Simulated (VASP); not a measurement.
A convergence study with VASP on EuS (rock salt): one setting is varied, all else stays as given below, so the limit is that of these other settings.

```
CELL_PARAMETERS angstrom
      0.00000     2.98500     2.98500
      2.98500     0.00000     2.98500
      2.98500     2.98500     0.00000
ATOMIC_POSITIONS crystal
  Eu 0.00000 0.00000 0.00000
  S  0.50000 0.50000 0.50000
```

These are PBE GGA, VASP's PBE PAW potentials (set 64) (plane waves; VASP 6.6.1) values and carry that method's errors. The tightest run used: 550 eV cut-off, 13×13×13 Monkhorst-Pack mesh, Gaussian smearing of 0.050 eV, potentials Eu_2 S.

The 4f electrons are frozen in the core of the lanthanide potential, so 4f levels, which can set the real gap, and their magnetism are missing.

Q: The settings run are 1×1×1 mesh; 2×2×2 mesh; 3×3×3 mesh; 4×4×4 mesh; 5×5×5 mesh; 6×6×6 mesh; 7×7×7 mesh; 8×8×8 mesh; 9×9×9 mesh; 10×10×10 mesh; 11×11×11 mesh; 12×12×12 mesh; 13×13×13 mesh. From which on does the energy per atom stay within 0.002 eV/atom of the tightest run?

A: From 4×4×4 mesh on: it is off by 0.0004 there and by no more than 0.002 in any finer run, while 3×3×3 mesh is off by 0.0262.
```
setting        E (eV/atom)  pressure (GPa)  irreducible k-points  difference judged (eV/atom)
-------------  -----------  --------------  --------------------  ---------------------------
1×1×1 mesh         -1.3334           24.73                     1                       3.9757
2×2×2 mesh         -5.3624           -3.25                     2                       0.0533
3×3×3 mesh         -5.2830           -2.09                     4                       0.0262
4×4×4 mesh         -5.3096           -2.48                    10                       0.0004
5×5×5 mesh         -5.3082           -2.45                    10                       0.0010
6×6×6 mesh         -5.3092           -2.47                    28                       0.0000
7×7×7 mesh         -5.3091           -2.47                    20                       0.0001
8×8×8 mesh         -5.3092           -2.48                    60                       0.0000
9×9×9 mesh         -5.3092           -2.47                    35                       0.0000
10×10×10 mesh      -5.3092           -2.48                   110                       0.0000
11×11×11 mesh      -5.3092           -2.48                    56                       0.0000
12×12×12 mesh      -5.3092           -2.48                   182                       0.0000
13×13×13 mesh      -5.3092           -2.48                    84                       0.0000
```

Left out are rungs that failed or repeat a setting and relaxations that didn't move; long series are thinned to 24 rows.

The compound is EuS in the rock salt structure. The cell was not relaxed at this level.
